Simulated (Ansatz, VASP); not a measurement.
# Cross-check of P (black phosphorus) between VASP and Ansatz, part 2 of 2

Aim: how closely do two programs agree when they are given the same cell, functional and k mesh? The cell is taken from a series of runs on this material, whose earlier steps may have relaxed, scaled, displaced or heated it; both programs get it as it stands.

VASP 6.6.1 and Ansatz 0.2.0.

So far. Step 2 (Ansatz: single point, HSE06): The run ends at a pressure of 0.92 GPa, with forces up to 0.44 eV/Å.

**3. VASP: single point, HSE06**

Level of this step: HSE06; plane waves and PAW (P) (VASP).

The same cell, functional, mesh and smearing now go to VASP, with its own data sets.

Lines of VASP's logs that name or quote its potential files are left out, and so is its time.

The run reads the wave functions of an earlier VASP run, which isn't shown here.

Input file INCAR:

```
SYSTEM = P
PREC = Accurate
ENCUT = 400
EDIFF = 1E-06
NELM = 100
ISMEAR = -1
SIGMA = 0.01
LREAL = .FALSE.
ALGO = Normal
LHFCALC = .TRUE.
AEXX = 0.25
GGA = PE
HFSCREEN = 0.208
LASPH = .TRUE.
NBANDS = 16
PRECFOCK = Fast
LORBIT = 11
LWAVE = .FALSE.
LCHARG = .FALSE.
KPAR = 8
ISIF = 2
```

Input file POSCAR:

```
P
1.0
    1.6578776569     -5.1299199490      0.0000000000
    1.6578776569      5.1299199490      0.0000000000
    0.0000000000      0.0000000000      4.1957106637
P
4
Direct
    0.1056253511      0.8943746489      0.0725454696
    0.6056253511      0.3943746489      0.4274545304
    0.8943746489      0.1056253511      0.9274545304
    0.3943746489      0.6056253511      0.5725454696
```

Input file KPOINTS:

```
Automatic mesh
0
Gamma
6 6 5
0 0 0
```

PAW data sets: P (PBE family, release 64).

The run is started by

```console
$ mpirun -np 8 vasp_std
```

Numbers of over 12 decimals in the logs are rounded to 6 here.

Log:

```text
[banner, memory and clock lines left out]
running    8 mpi-ranks, on    1 nodes
 distrk:  each k-point on    1 cores,    8 groups
 distr:  one band on    1 cores,    1 groups

 POSCAR found type information on POSCAR P
 POSCAR found :  1 types and       4 ions
|                                                                             |
|           W    W    AA    RRRRR   N    N  II  N    N   GGGG   !!!           |
|           W    W   A  A   R    R  NN   N  II  NN   N  G    G  !!!           |
|           W    W  A    A  R    R  N N  N  II  N N  N  G       !!!           |
|           W WW W  AAAAAA  RRRRR   N  N N  II  N  N N  G  GGG   !            |
|           WW  WW  A    A  R   R   N   NN  II  N   NN  G    G                |
|           W    W  A    A  R    R  N    N  II  N    N   GGGG   !!!           |
|                                                                             |
|     For optimal performance we recommend to set                             |
|       NCORE = 2 up to number-of-cores-per-socket                            |
|     NCORE specifies how many cores store one orbital (NPAR=cpu/NCORE).      |
|     This setting can greatly improve the performance of VASP for DFT.       |
|     The default, NCORE=1 might be grossly inefficient on modern             |
|     multi-core architectures or massively parallel machines. Do your        |
|     Unfortunately you need to use the default for GW and RPA                |
|     calculations (for HF NCORE is supported but not extensively tested      |
|     yet).                                                                   |
|                                                                             |

 LDA part: xc-table for (Slater+PW92), standard interpolation
 found WAVECAR, reading the header
 POSCAR, INCAR and KPOINTS ok, starting setup
 FFT: planning ... GRIDC
 FFT: planning ... GRID_SOFT
 FFT: planning ... GRID
 reading WAVECAR
 the WAVECAR file was read successfully
 initial charge from wavefunction
 entering main loop
       N       E                     dE             d eps       ncg     rms          rms(c)
DAV:   1    -0.256337752059E+02   -0.25634E+02   -0.63854E-01  1280   0.471E+00    0.245E+00
DAV:   2    -0.256424211891E+02   -0.86460E-02   -0.32289E-02  1624   0.102E+00    0.160E+00
DAV:   3    -0.256409788853E+02    0.14423E-02   -0.20691E-03  1568   0.268E-01    0.933E-01
DAV:   4    -0.256404604242E+02    0.51846E-03   -0.62485E-04  1552   0.144E-01    0.512E-01
DAV:   5    -0.256403108700E+02    0.14955E-03   -0.14524E-04  1520   0.685E-02    0.285E-01
DAV:   6    -0.256402639953E+02    0.46875E-04   -0.32213E-05  1584   0.334E-02    0.158E-01
DAV:   7    -0.256402495955E+02    0.14400E-04   -0.96404E-06  1520   0.185E-02    0.863E-02
DAV:   8    -0.256402452472E+02    0.43483E-05   -0.26221E-06  1136   0.987E-03    0.480E-02
DAV:   9    -0.256402439457E+02    0.13015E-05   -0.91052E-07   824   0.617E-03    0.264E-02
DAV:  10    -0.256402436264E+02    0.31926E-06   -0.28528E-07   744   0.348E-03
   1 F= -.25640244E+02 E0= -.25640244E+02  d E =-.213293E-10
```

From OUTCAR (step 3):

```text
ion  position               nearest neighbor table
   1  0.106  0.894  0.073-   2 2.23   2 2.23   3 2.25
   2  0.606  0.394  0.427-   1 2.23   1 2.23   4 2.25
   3  0.894  0.106  0.927-   4 2.23   4 2.23   1 2.25
   4  0.394  0.606  0.573-   3 2.23   3 2.23   2 2.25

  LATTYP: Found a base centered orthorhombic cell.
 ALAT       =     3.3157553138
 B/A-ratio  =     3.0942693073
 C/A-ratio  =     1.2653860936

 Subroutine GETGRP returns: Found  8 space group operations
 (whereof  4 operations were pure point group operations)

The static configuration has the point symmetry C_2h.
 The point group associated with its full space group is D_2h.

 Found     39 irreducible k-points:

   k-points           NKPTS =     39   k-points in BZ     NKDIM =    180   number of bands    NBANDS=     16

   dimension x,y,z NGX =    36 NGY =   36 NGZ =   28
   dimension x,y,z NGXF=    72 NGYF=   72 NGZF=   56

   ENCUT  =  400.0 eV  29.40 Ry    5.42 a.u.   8.79  8.79  6.84*2*pi/ulx,y,z

   NELECT =      20.0000    total number of electrons

 k-points in reciprocal lattice and weights: Automatic mesh
   0.00000000  0.00000000  0.00000000       0.006
   0.16666667 -0.00000000  0.00000000       0.022
   0.33333333 -0.00000000  0.00000000       0.022
   0.50000000  0.00000000  0.00000000       0.011
   0.16666667  0.16666667  0.00000000       0.011
   0.33333333  0.16666667  0.00000000       0.022
   0.50000000  0.16666667  0.00000000       0.022
  -0.33333333  0.16666667  0.00000000       0.022
  -0.16666667  0.16666667  0.00000000       0.011
[...]
-0.33333333  0.33333333  0.40000000       0.022
   0.50000000  0.50000000  0.40000000       0.011

  exchange ACFDT corr.  =         0.00000000  see jH, gK, PRB 81, 115126

 average (electrostatic) potential at core
       1 -78.8197       2 -78.8197       3 -78.8197       4 -78.8197

 E-fermi :   7.2947

 k-point     1 :       0.0000    0.0000    0.0000
  band No.  band energies     occupation
    ...
      6       2.1839      2.00000
      7       2.5487      2.00000
      8       3.7761      2.00000
      9       4.1204      2.00000
     10       5.4439      2.00000
     11       8.5563      0.00000
     12       8.8902      0.00000
     13       9.6778      0.00000
     14      11.2912      0.00000
     15      13.5186      0.00000
    ...

 k-point     2 :       0.1667   -0.0000    0.0000
  band No.  band energies     occupation
    ...
      6       1.3948      2.00000
      7       1.6835      2.00000
      8       3.7737      2.00000
      9       3.9315      2.00000
     10       5.7258      2.00000
     11       8.9142      0.00000
     12       9.7668      0.00000
     13      11.0914      0.00000
     14      11.3231      0.00000
     15      11.8311      0.00000
    ...

 k-point     3 :       0.3333   -0.0000    0.0000
  band No.  band energies     occupation
    ...
      6       0.9709      2.00000
      7       2.5845      2.00000
      8       3.7963      2.00000
      9       4.1047      2.00000
     10       5.2000      2.00000
     11       7.8328      0.00000
     12       9.2505      0.00000
     13       9.6238      0.00000
     14      10.2426      0.00000
     15      10.3805      0.00000
    ...

  Total        0.4301450     -0.2119381      0.2134126      0.0000000      0.0000000      0.0000000
  in kB        9.6566582     -4.7579625      4.7910651      0.0000000      0.0000000      0.0000000
  external PRESSURE =       3.2299203 kB  Pullay stress =       0.0000000 kB

  energy-cutoff  :      400.00
  volume of cell :       71.37
      direct lattice vectors                 reciprocal lattice vectors
     1.657877657 -5.129919949  0.000000000     0.301590409 -0.097467408  0.000000000
     1.657877657  5.129919949  0.000000000     0.301590409  0.097467408  0.000000000
     0.000000000  0.000000000  4.195710664     0.000000000  0.000000000  0.238338646

 POSITION                                       TOTAL-FORCE (eV/Angst)
 -----------------------------------------------------------------------------------
      1.65788      4.04622      0.30438         0.000000      0.372512      0.373295
      1.65788     -1.08370      1.79348         0.000000      0.372512     -0.373295
      1.65788     -4.04622      3.89133         0.000000     -0.372512     -0.373295
      1.65788      1.08370      2.40224         0.000000     -0.372512      0.373295
 -----------------------------------------------------------------------------------
    total drift:                                0.000000      0.000001     -0.000000

  FREE ENERGIE OF THE ION-ELECTRON SYSTEM (eV)
  ---------------------------------------------------
  free  energy   TOTEN  =       -25.6402436264 eV

  energy  without entropy=      -25.6402436264  energy(sigma->0) =      -25.64024363

 total charge
# of ion       s       p       d       tot
------------------------------------------
    1        1.083   1.380   0.000   2.463
    2        1.083   1.380   0.000   2.463
    3        1.083   1.380   0.000   2.463
    4        1.083   1.380   0.000   2.463
--------------------------------------------------
tot          4.332   5.519   0.000   9.851

[... 3 further parts left out ...]
```

The run ends at a pressure of 0.32 GPa, with forces up to 0.53 eV/Å.

**4. Differences**

Known differences besides the potentials themselves: exact exchange at q = 0 is treated differently, which shows on coarse meshes; VASP keeps PBE cores, Ansatz makes them for the functional; the cutoff is 420 eV in Ansatz and 400 eV in VASP; VASP takes a coarser grid for exact exchange (PRECFOCK = Fast). Total energies have different zeros and are not compared.

The two programs side by side:

| quantity | Ansatz | VASP | difference |
| --- | --- | --- | --- |
| pressure (GPa) | 0.92 | 0.32 | +0.60 |
| gap on the k mesh (eV) | 0.396 | 0.401 | -0.005 |

Forces (eV/Å; atoms numbered as in POSCAR):

| atom | Ansatz x, y, z | VASP x, y, z |
| --- | --- | --- |
| P1 | 0.000, 0.311, 0.311 | 0.000, 0.373, 0.373 |
| P2 | 0.000, 0.311, -0.311 | 0.000, 0.373, -0.373 |
| P3 | 0.000, -0.311, -0.311 | 0.000, -0.373, -0.373 |
| P4 | 0.000, -0.311, 0.311 | 0.000, -0.373, 0.373 |

The forces differ by 50 meV/Å r.m.s., which is 16.5 % of the r.m.s. force of 0.304 eV/Å (both taken over all components). A gap on the mesh is an upper bound, since the band edges may lie between its points.

**5. What came out**

```json
{
  "r.m.s. force difference (single point, HSE06)": "16 % of the r.m.s. force",
  "difference in pressure (single point, HSE06)": "0.60 GPa"
}
```

The r.m.s. force difference is 16 % of the r.m.s. force (single point, HSE06), beyond the 3 % picked in this series as the mark of a large difference. What causes the difference of the single point, HSE06 pair stays open here. Such differences can come from data sets, numerical settings and the points named under the comparisons, not from the functional's error against experiment.

[Lines on the potential files, build, host, timing and source positions are cut from VASP's logs without a mark.]

[Logs are printed without paths, hosts, clocks, repeated set-up lines and the standing remarks that a program may print on its own settings, such as how far it seeks lower states.]

[Hosts, paths, dates, database ids (printed as entryN), source tags and the programs' standing remarks are cut or masked in the printed files.]
